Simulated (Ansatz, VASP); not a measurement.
## Be4NiGe: VASP beside Ansatz

```xyz
6
Lattice="0.0000 3.0659 3.0659 3.0659 0.0000 3.0659 3.0659 3.0659 0.0000" Properties=species:S:1:pos:R:3 pbc="T T T"
Ge    0.0167    0.0351    0.0438
Ni    1.5402    1.5045    1.5595
Be    3.7974    2.3514    2.2656
Be    3.7998    3.8203    3.8307
Be    2.3135    2.3083    3.8902
Be    2.3335    3.8507    2.3338
```

Change from the starting cell: atoms moved at random, drawn with an rms of 0.05 Å.

Alike in both runs: task single point; functional PBE; k mesh 8 × 8 × 8; occupations fermi-dirac, width 0.05 eV; collinear spin, ferromagnetic start.

|  | VASP | Ansatz |
| --- | --- | --- |
| version | VASP 6.6.1 | Ansatz 0.2.0 |
| potentials or method | VASP PAW PBE potentials, release 64 (Ge_d, Ni, Be) | Ansatz PAW |
| plane-wave cutoff (eV) | 520 | 420 |
| valence electrons in the cell | 32 | 40 |

Ansatz gave:

* gap on the k mesh at the Fermi level (eV): none
* pressure (GPa): -0.1
* largest component of the traceless stress (GPa): 0.41
* rms of the force components (eV/Å): 0.229
* net moment per atom (μB): 0.00

Task: Estimate VASP's values.

Result: gap on the k mesh at the Fermi level (eV): none; pressure (GPa): 0.0; largest component of the traceless stress (GPa): 0.39; rms of the force components (eV/Å): 0.231; net moment per atom (μB): 0.00.

Atom by atom the forces differ by 0.003 eV/Å (rms over components). A gap of «none» marks a metal or a gap that the smearing closes. The two sets of potentials don't hold the same shells in valence.

Caveats: the starting moments weren't kept (Ansatz).
